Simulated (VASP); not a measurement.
Output of a VASP run:

File OSZICAR:
```
       N       E                     dE             d eps       ncg     rms          rms(c)
DAV:   1    -0.637781883684E+01   -0.63778E+01   -0.93743E+02  1560   0.336E+02
DAV:   2    -0.862230405339E+01   -0.22445E+01   -0.20422E+01  1875   0.327E+01
DAV:   3    -0.864252237906E+01   -0.20218E-01   -0.20158E-01  1910   0.359E+00
DAV:   4    -0.864259145881E+01   -0.69080E-04   -0.69080E-04  1965   0.202E-01
DAV:   5    -0.864259175144E+01   -0.29263E-06   -0.29188E-06  1860   0.121E-02    0.619E+00
DAV:   6    -0.765413518849E+01    0.98846E+00   -0.12587E-01  1455   0.444E+00    0.340E+00
DAV:   7    -0.819355084117E+01   -0.53942E+00   -0.17446E-01  1450   0.566E+00    0.560E-01
DAV:   8    -0.761177287358E+01    0.58178E+00   -0.18837E-01  1450   0.544E+00    0.455E-01
DAV:   9    -0.761768255590E+01   -0.59097E-02   -0.76722E-03  1660   0.871E-01    0.538E-01
DAV:  10    -0.761235712516E+01    0.53254E-02   -0.24145E-02  1460   0.123E+00    0.123E-01
DAV:  11    -0.761162853008E+01    0.72860E-03   -0.79394E-03  1470   0.587E-01    0.279E-02
DAV:  12    -0.761198363663E+01   -0.35511E-03   -0.33752E-04  1645   0.189E-01    0.385E-02
DAV:  13    -0.761196570412E+01    0.17933E-04   -0.33945E-06  2000   0.237E-02    0.482E-02
DAV:  14    -0.761286239829E+01   -0.89669E-03   -0.12724E-03  1455   0.245E-01    0.522E-02
DAV:  15    -0.761310443160E+01   -0.24203E-03   -0.32865E-04  1570   0.122E-01    0.431E-02
DAV:  16    -0.761309973200E+01    0.46996E-05   -0.43456E-06  1700   0.199E-02    0.336E-02
DAV:  17    -0.761310156926E+01   -0.18373E-05   -0.12395E-07  1710   0.402E-03    0.301E-02
DAV:  18    -0.761312914413E+01   -0.27575E-04   -0.16637E-05  1540   0.364E-02    0.187E-02
DAV:  19    -0.761316500737E+01   -0.35863E-04   -0.27941E-05  1545   0.486E-02    0.223E-02
DAV:  20    -0.761318880653E+01   -0.23799E-04   -0.20543E-05  1515   0.384E-02    0.180E-02
DAV:  21    -0.761319528207E+01   -0.64755E-05   -0.22331E-06  1620   0.133E-02    0.150E-02
DAV:  22    -0.761320490478E+01   -0.96227E-05   -0.96456E-06  1505   0.262E-02    0.896E-03
DAV:  23    -0.761321370250E+01   -0.87977E-05   -0.13255E-05  1540   0.269E-02    0.147E-02
DAV:  24    -0.761321676188E+01   -0.30594E-05   -0.90481E-06  1520   0.236E-02    0.161E-02
DAV:  25    -0.761321763938E+01   -0.87750E-06   -0.15260E-06  1560   0.102E-02    0.104E-02
DAV:  26    -0.761321758719E+01    0.52184E-07   -0.11330E-07  1500   0.443E-03
   1 F= -.76132176E+01 E0= -.76132874E+01  d E =0.209427E-03
```

### OUTCAR
```
------------------------ aborting loop because EDIFF is reached ----------------------------------------
  FORCE on cell =-STRESS in cart. coord.  units (eV):
  Direction    XX          YY          ZZ          XY          YZ          ZX
  --------------------------------------------------------------------------------------
  Total        0.5844275      0.5844275      0.5844275      0.0000000      0.0000000     -0.0000000
  in kB       61.8026544     61.8026544     61.8026544      0.0000000      0.0000000     -0.0000000
  external PRESSURE =      61.8026544 kB  Pullay stress =       0.0000000 kB
  volume of cell :       15.15
      direct lattice vectors                 reciprocal lattice vectors
     0.000000000  1.963969275  1.963969275    -0.254586468  0.254586468  0.254586468
     1.963969275  0.000000000  1.963969275     0.254586468 -0.254586468  0.254586468
     1.963969275  1.963969275  0.000000000     0.254586468  0.254586468 -0.254586468
 POSITION                                       TOTAL-FORCE (eV/Angst)
 -----------------------------------------------------------------------------------
      0.00000      0.00000      0.00000         0.000000      0.000000     -0.000000
 -----------------------------------------------------------------------------------
    total drift:                               -0.000000      0.000000      0.000000
  FREE ENERGIE OF THE ION-ELECTRON SYSTEM (eV)
  ---------------------------------------------------
  free  energy   TOTEN  =        -7.6132175872 eV

  energy  without entropy=       -7.6134270145  energy(sigma->0) =       -7.61328740
```
(Selected blocks of OUTCAR.)

File POSCAR:
```
Al
1
    0.0000000000     1.9639692747     1.9639692747
    1.9639692747     0.0000000000     1.9639692747
    1.9639692747     1.9639692747     0.0000000000
Al
1
Direct
  0.0000000000   0.0000000000   0.0000000000
```

Q: Reconstruct the remaining input files.

A: This is not unique; one that fits is the input of the run itself, MS2 meta-GGA, plane waves, VASP's PBE PAW potentials (set 64).

**KPOINTS**
```
Automatic mesh
0
Gamma
16 16 16
0 0 0
```

### INCAR
```
# general
SYSTEM  = Al
PREC    = Accurate
ENCUT   = 520
LREAL   = .FALSE.
LASPH   = .TRUE.

# electronic loop
EDIFF   = 1E-7
NELM    = 100
ALGO    = Normal
LMIXTAU = .TRUE.

# smearing
ISMEAR  = 1
SIGMA   = 0.1

# functional
METAGGA = MS2

# ions
ISIF    = 2

# output
LWAVE   = .FALSE.
LCHARG  = .FALSE.
```

POTCAR, in this order: Al (PBE.64 set). Program: vasp_std.

The compound is Al in the fcc structure. This cell is one point of a volume scan, at 0.94 of the reference volume.
